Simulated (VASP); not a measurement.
Input:

```
Ag
1.0
    0.00000     2.10690     2.10690
    2.10690     0.00000     2.10690
    2.10690     2.10690     0.00000
Ag
1
Direct
  0.00000   0.00000   0.00000
```

The numbers are results of RPBE GGA, VASP's PBE PAW potentials (set 64) (plane waves; VASP 6.6.1), not measurements. Run with 520 eV cut-off, 15×15×15 Γ-centred mesh, first-order Methfessel-Paxton smearing of 0.10 eV, potentials Ag.

Q: Give the energy at these volumes per atom, relative to the lowest: 17.56, 18.12, 18.68, 19.24, 19.80 Å³.

A: 17.4, 4.1, 0.0, 3.1, 12.3 meV/atom. A third-order Birch-Murnaghan fit gives B0 = 69.5 GPa and B0′ = 5.8.

Measured: bulk modulus 110 GPa at 0 K (computed value off by -36.8 %), as given by H. Levämäki et al., Physical Review B (2014), arXiv:1402.3671 [corrected for temperature and zero-point phonon effects]; a 4.062 Å at 0 K (computed value off by +3.7 %), as given by Daniel Mejia-Rodriguez et al., Physical Review B (2018), arXiv:1807.09216 [static lattice: zero-point anharmonic expansion removed].

The compound is Ag in the fcc structure. It was relaxed first, which changed the volume by +9 %.
